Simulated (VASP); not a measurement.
# BaY (P4/mmm) in VASP: further runs

The runs below take BaY through single point, with PBE.

Program: VASP 6.6.1. These are calculated values, not measurements. Logs are shortened: lines on timing, memory, paths and dates and some standing lists are left out, and cuts for length are marked.

### Step 1. The cell of the first run

The structure is tetragonal, space group P4/mmm (No. 123). Conventional cell: a = 4.424 Å, b = 4.424 Å, c = 4.413 Å, α = 90.00°, β = 90.00°, γ = 90.00°. Ba (site symmetry 4/mmm) is surrounded by 8 Y at 3.83 Å. Around Y (site symmetry 4/mmm) lie 8 Ba at 3.83 Å.

The cell was built by a generator and needn't be a form met in nature.

### Step 2. Single point, PBE (species swapped into the LiMg type (P4/mmm, No. 123))

Input file INCAR:

```
SYSTEM = BaY
PREC = Accurate ; ENCUT = 520
EDIFF = 1E-7 ; ISMEAR = 0
SIGMA = 0.1 ; LREAL = .False.
LASPH = .True. ; NELM = 100
ALGO = Fast ; ISIF = 2
LWAVE = .False. ; LCHARG = .False.
GGA = PE ; NBANDS = 18
```

Input file KPOINTS:

```
regular mesh
0
Gamma
  12 12 12
  0 0 0
```

Input file POSCAR:

```
BaY
1.0
    4.4238216117      0.0000000000      0.0000000000
    0.0000000000      4.4238216117      0.0000000000
    0.0000000000      0.0000000000      4.4134698711
Ba Y
1 1
Direct
    0.0000000000      0.0000000000      0.0000000000
    0.5000000000      0.5000000000      0.5000000000
```

Potentials or basis: VASP PAW PBE potentials, release 64 (Ba_sv, Y_sv).

Started as:

```
cat potpaw_PBE.64/Ba_sv/POTCAR potpaw_PBE.64/Y_sv/POTCAR > POTCAR
mpirun -np 1 vasp_std > vasp.out
```

OUTCAR:

```text
SYSTEM = BaY
   PREC = Accurate
   ENCUT = 520
   EDIFF = 1E-7
   ISMEAR = 0
   LREAL = .False.
   LASPH = .True.
   NELM = 100
   ISIF = 2
   GGA = PE

 ion  position               nearest neighbor table
   1  0.000  0.000  0.000-   2 3.83   2 3.83   2 3.83   2 3.83   2 3.83   2 3.83   2 3.83   2 3.83

   2  0.500  0.500  0.500-   1 3.83   1 3.83   1 3.83   1 3.83   1 3.83   1 3.83   1 3.83   1 3.83

  LATTYP: Found a simple tetragonal cell.
 ALAT       =     4.4238216117
 C/A-ratio  =     0.9976600004

  Lattice vectors:

 A1 = (   4.4238216117,   0.0000000000,   0.0000000000)
 A2 = (   0.0000000000,   4.4238216117,   0.0000000000)
 A3 = (   0.0000000000,   0.0000000000,   4.4134698711)

Analysis of symmetry for initial positions (statically):
=====================================================================
 Subroutine PRICEL returns:
 Original cell was already a primitive cell.

 Routine SETGRP: Setting up the symmetry group for a
 simple tetragonal supercell.

 Subroutine GETGRP returns: Found 16 space group operations
 (whereof 16 operations were pure point group operations)
 out of a pool of 16 trial point group operations.

The static configuration has the point symmetry D_4h.

Analysis of symmetry for dynamics (positions and initial velocities):
=====================================================================
 Subroutine PRICEL returns:
 Original cell was already a primitive cell.

 Routine SETGRP: Setting up the symmetry group for a
 simple tetragonal supercell.

 Subroutine GETGRP returns: Found 16 space group operations
 (whereof 16 operations were pure point group operations)
 out of a pool of 16 trial point group operations.

The dynamic configuration has the point symmetry D_4h.

 Subroutine INISYM returns: Found 16 space group operations
 (whereof 16 operations are pure point group operations),
 and found     1 'primitive' translations

----------------------------------------------------------------------------------------

                                     Primitive cell

  volume of cell :      86.3725

  direct lattice vectors                    reciprocal lattice vectors
     4.423821612  0.000000000  0.000000000     0.226048898  0.000000000  0.000000000
     0.000000000  4.423821612  0.000000000     0.000000000  0.226048898  0.000000000
     0.000000000  0.000000000  4.413469871     0.000000000  0.000000000  0.226579093

  length of vectors
     4.423821612  4.423821612  4.413469871     0.226048898  0.226048898  0.226579093

  position of ions in fractional coordinates (direct lattice)
     0.000000000  0.000000000  0.000000000
     0.500000000  0.500000000  0.500000000

  ion indices of the primitive-cell ions
   primitive index   ion index
                 1           1
                 2           2

----------------------------------------------------------------------------------------

 KPOINTS: regular mesh

Automatic generation of k-mesh.
 Grid dimensions read from file:
 generate k-points for:   12   12   12

 Generating k-lattice:

  Cartesian coordinates                     Fractional coordinates (reciprocal lattice)
     0.018837408  0.000000000  0.000000000     0.083333333  0.000000000  0.000000000
     0.000000000  0.018837408  0.000000000     0.000000000  0.083333333  0.000000000
     0.000000000  0.000000000  0.018881591     0.000000000  0.000000000  0.083333333

  Length of vectors
     0.018837408  0.018837408  0.018881591

  Shift w.r.t. Gamma in fractional coordinates (k-lattice)
     0.000000000  0.000000000  0.000000000

 Subroutine IBZKPT returns following result:
 ===========================================

 Found    196 irreducible k-points:

 Following reciprocal coordinates:
            Coordinates               Weight
  0.000000  0.000000  0.000000      1.000000
  0.083333  0.000000  0.000000      4.000000
  0.166667  0.000000  0.000000      4.000000
  0.250000  0.000000  0.000000      4.000000
  0.333333  0.000000  0.000000      4.000000
  0.416667  0.000000  0.000000      4.000000
[... 16 lines left out ...]
  0.333333  0.333333  0.000000      4.000000
  0.416667  0.333333  0.000000      8.000000
 [... further k-points ...]
   k-points           NKPTS =    196   k-points in BZ     NKDIM =    196   number of bands    NBANDS=     18
   number of dos      NEDOS =    301   number of ions     NIONS =      2
   total plane-waves  NPLWV =  46656
   dimension x,y,z NGX =    36 NGY =   36 NGZ =   36
   dimension x,y,z NGXF=    72 NGYF=   72 NGZF=   72
   ions per type =               1   1
   NGX,Y,Z   is equivalent  to a cutoff of  13.53, 13.53, 13.56 a.u.
   NGXF,Y,Z  is equivalent  to a cutoff of  27.06, 27.06, 27.12 a.u.
 SYSTEM =  BaY
   PREC   = accura    normal or accurate (medium, high low for compatibility)
   ISTART =      0    job   : 0-new  1-cont  2-samecut
   ICHARG =      2    charge: 1-file 2-atom 10-const
   ISPIN  =      1    spin polarized calculation?
   LNONCOLLINEAR =      F non collinear calculations
   LSORBIT =      F    spin-orbit coupling
   LASPH  =      T    aspherical Exc in radial PAW
   ENCUT  =  520.0 eV  38.22 Ry    6.18 a.u.   8.23  8.23  8.21*2*pi/ulx,y,z
   NELM   =    100;   NELMIN=  2; NELMDL= -5     # of ELM steps
   EDIFF  = 0.1E-06   stopping-criterion for ELM
   LREAL  =      F    real-space projection
   EDIFFG = 0.1E-05   stopping-criterion for IOM
   NSW    =      0    number of steps for IOM
   IBRION =     -1    ionic relax: 0-MD 1-quasi-New 2-CG
   NFREE  =      0    steps in history (QN), initial steepest desc. (CG)
   ISIF   =      2    stress and relaxation
   ISYM   =      2    0-nonsym 1-usesym 2-fastsym
   POTIM  = 0.5000    time-step for ionic-motion
   TEBEG  =    0.0;   TEEND  =   0.0 temperature during run
   PSTRESS=    0.0 pullay stress
   NELECT =      21.0000    total number of electrons
   NUPDOWN=      -1.0000    fix difference up-down
   EMIN   =  10.00;   EMAX   =-10.00  energy-range for DOS
   EFERMI =   0.00;   METHOD = LEGACY
   ISMEAR =     0;   SIGMA  =   0.10  broadening in eV -4-tet -1-fermi 0-gaus
   EFERMI_NEDOS =   21; number of points for ismear=-14 and -15
   IALGO  =     68    algorithm
   IMIX   =      4    mixing-type and parameters
     AMIX     =   0.40;   BMIX     =  1.00
     AMIX_MAG =   1.60;   BMIX_MAG =  1.00
  volume/ion in A,a.u.               =      43.19       291.44
  Fermi-wavevector in a.u.,A,eV,Ry     =   1.021777  1.930879 14.204867  1.044028
  Thomas-Fermi vector in A             =   2.155420
   LORBIT       =      0    0 simple, 1 ext, 2 COOP (PROOUT), +10 PAW based schemes
   GGA     = PE    functional components
   LHFCALC =     F    Hartree Fock is set to
   AEXX    =    0.0000 exact exchange contribution
   IVDW    =     0    specifies the selected vdW correction
   LEPSILON=     F    determine dielectric tensor
   LRPA    =     F    only Hartree local field effects (RPA)
 non-spin polarized calculation
 RMM-DIIS sequential band-by-band and
 Gauss-broadening in eV      SIGMA  =   0.10
  energy-cutoff  :      520.00
  volume of cell :       86.37
 maximum number of plane-waves:      2360
 NGX is ok and might be reduce to    36
   NGX = 17   NGY = 17   NGZ = 17

 number of electron      21.0000000 magnetization

 Free energy of the ion-electron system (eV)
  ---------------------------------------------------
  ext. energy  EPLUGINS =         0.00000000
  ---------------------------------------------------
  free energy    TOTEN  =        -7.65406688 eV

  energy without entropy =       -7.63322096  energy(sigma->0) =       -7.64364392

 E-fermi :   2.4808     XC(G=0):  -8.5707

 val. band max:        2.4789469206   @ k =   0.4167   0.3333   0.3333
 cond. band min:       2.4808421463   @ k =   0.4167   0.1667   0.2500
 fundamental gap:      0.0018952256
 Fermi energy:         2.4808332992

 k-point     1 :       0.0000    0.0000    0.0000
  band No.  band energies     occupation
      1     -41.1783      2.00000
      2     -25.4622      2.00000
      3     -21.1059      2.00000
      4     -21.1059      2.00000
      5     -21.1041      2.00000
      6     -10.5987      2.00000
[... 10 lines left out ...]
     17       7.6127      0.00000
     18       7.6246      0.00000

 k-point     2 :       0.0833    0.0000    0.0000
  band No.  band energies     occupation
      1     -41.1782      2.00000
      2     -25.4613      2.00000
      3     -21.1076      2.00000
      4     -21.1056      2.00000
      5     -21.1039      2.00000
      6     -10.6230      2.00000
[... 10 lines left out ...]
     17       6.9903      0.00000
     18       7.0208      0.00000

 k-point     3 :       0.1667    0.0000    0.0000
  band No.  band energies     occupation
      1     -41.1780      2.00000
      2     -25.4586      2.00000
      3     -21.1124      2.00000
      4     -21.1050      2.00000
      5     -21.1032      2.00000
      6     -10.6881      2.00000
[... 10 lines left out ...]
     17       6.2689      0.00000
     18       6.2883      0.00000

 k-point     4 :       0.2500    0.0000    0.0000
  band No.  band energies     occupation
      1     -41.1777      2.00000
      2     -25.4551      2.00000
      3     -21.1190      2.00000
      4     -21.1041      2.00000
      5     -21.1023      2.00000
      6     -10.7747      2.00000
[... 375 lines left out ...]
      4     -21.1195      2.00000
      5     -21.0991      2.00000
      6     -10.9019      2.00000
[... 10 lines left out ...]
     17       5.6495      0.00000
     18       6.6305      0.00000

 k-point    23 :       0.3333    0.3333    0.0000
  band No.  band energies     occupation
      1     -41.1766      2.00000
      2     -25.4380      2.00000
      3     -21.1289      2.00000
      4     -21.1259      2.00000
      5     -21.0991      2.00000
      6     -10.8227      2.00000
[... 10 lines left out ...]
     17       5.8255      0.00000
     18       6.6221      0.00000

 k-point    24 :       0.4167    0.3333    0.0000
  band No.  band energies     occupation
      1     -41.1764      2.00000
      2     -25.4347      2.00000
      3     -21.1334      2.00000
      4     -21.1277      2.00000
      5     -21.0986      2.00000
      6     -10.8643      2.00000
[... 10 lines left out ...]
     17       5.7951      0.00000
     18       7.0818      0.00000

 [... further k-points ...]

------------------------ aborting loop because EDIFF is reached ----------------------------------------

  FORCE on cell =-STRESS in cart. coord.  units (eV):
  Direction    XX          YY          ZZ          XY          YZ          ZX
  --------------------------------------------------------------------------------------
  -------------------------------------------------------------------------------------
  Total        0.0728644      0.0728644      0.0844891      0.0000000      0.0000000      0.0000000
  in kB        1.3516084      1.3516084      1.5672405      0.0000000      0.0000000      0.0000000
  external PRESSURE =       1.4234858 kB  Pullay stress =       0.0000000 kB

 VOLUME and BASIS-vectors are now :
 -----------------------------------------------------------------------------
  energy-cutoff  :      520.00
  volume of cell :       86.37
      direct lattice vectors                 reciprocal lattice vectors
     4.423821612  0.000000000  0.000000000     0.226048898  0.000000000  0.000000000
     0.000000000  4.423821612  0.000000000     0.000000000  0.226048898  0.000000000
     0.000000000  0.000000000  4.413469871     0.000000000  0.000000000  0.226579093

 POSITION                                       TOTAL-FORCE (eV/Angst)
 -----------------------------------------------------------------------------------
      0.00000      0.00000      0.00000         0.000000      0.000000      0.000000
      2.21191      2.21191      2.20673         0.000000      0.000000      0.000000
 -----------------------------------------------------------------------------------
    total drift:                                0.000000      0.000000      0.000000

  FREE ENERGIE OF THE ION-ELECTRON SYSTEM (eV)
  ---------------------------------------------------
  free  energy   TOTEN  =        -7.6540668836 eV

  energy  without entropy=       -7.6332209599  energy(sigma->0) =       -7.64364392
```

Run time: 24 min. Hardware: 1 thread of Intel Xeon Platinum 8259CL at 2.50GHz (Skylake/Cascade Lake), shared host; peak memory 0.5 GiB.

What came out:

```yaml
Free_energy: -7.6541 eV
Pressure: 0.1 GPa
Band_gap_on_the_k_mesh: none (metal or under the smearing width)
```

Levels at points of the mesh, in eV from the Fermi level:
```
           k point  band 9  band 10  band 11  band 12  band 13  band 14
(0.00, 0.00, 0.00)   -3.65    -1.06    -1.05     1.54     1.55     1.55
(0.50, 0.00, 0.00)   -1.35    -1.26     0.15     1.04     1.48     1.49
(0.50, 0.50, 0.00)   -1.87    -1.00     0.37     0.37     1.38     1.38
(0.00, 0.00, 0.50)   -1.34    -1.26     0.15     1.05     1.48     1.48
(0.50, 0.00, 0.50)   -1.87    -1.00     0.35     0.35     1.39     1.40
(0.50, 0.50, 0.50)   -0.14    -0.14    -0.14     0.65     0.65     0.66
```

### Step 3. Single point, PBE (species swapped into the LiMg type (P4/mmm, No. 123))

Input file INCAR:

```
SYSTEM = BaY
PREC = Accurate
ENCUT = 520
EDIFF = 1E-6
ISMEAR = 0
SIGMA = 0.1
LREAL = .False.
LASPH = .True.
NELM = 100
ALGO = Fast
ISIF = 2
LWAVE = .False.
LCHARG = .True.
GGA = PE
LELF = .True.
LVHAR = .True.
NBANDS = 18
```

Input file KPOINTS:

```
regular mesh
0
Gamma
  14 14 12
  0 0 0
```

POSCAR is that of step 2.

Potentials or basis: VASP PAW PBE potentials, release 64 (Ba_sv, Y_sv).

Started as:

```
cat potpaw_PBE.64/Ba_sv/POTCAR potpaw_PBE.64/Y_sv/POTCAR > POTCAR
mpirun -np 1 vasp_std > vasp.out
```

It took 17 min on 1 thread of Intel Xeon Platinum 8488C (Sapphire Rapids), shared host; peak memory 0.59 GiB.

It converged, with:

- Free energy: -7.6535 eV
- Pressure: 0.2 GPa
- Band gap on the k mesh: none (metal or under the smearing width)

Levels at points of the mesh, in eV from the Fermi level:
```
           k point  band 7  band 8  band 9  band 10  band 11  band 12  band 13  band 14
(0.00, 0.00, 0.00)  -13.08  -13.07   -3.65    -1.05    -1.05     1.54     1.55     1.55
(0.50, 0.00, 0.00)  -13.06  -13.06   -1.35    -1.26     0.15     1.04     1.48     1.49
(0.50, 0.50, 0.00)  -13.34  -13.02   -1.87    -1.00     0.37     0.37     1.39     1.39
(0.00, 0.00, 0.50)  -13.06  -13.06   -1.34    -1.25     0.15     1.05     1.48     1.48
(0.50, 0.00, 0.50)  -13.34  -13.02   -1.87    -1.00     0.35     0.35     1.39     1.40
(0.50, 0.50, 0.50)  -13.33  -13.33   -0.14    -0.14    -0.14     0.65     0.65     0.66
```

The run has no spin-orbit coupling, so splittings on Ba are missing.
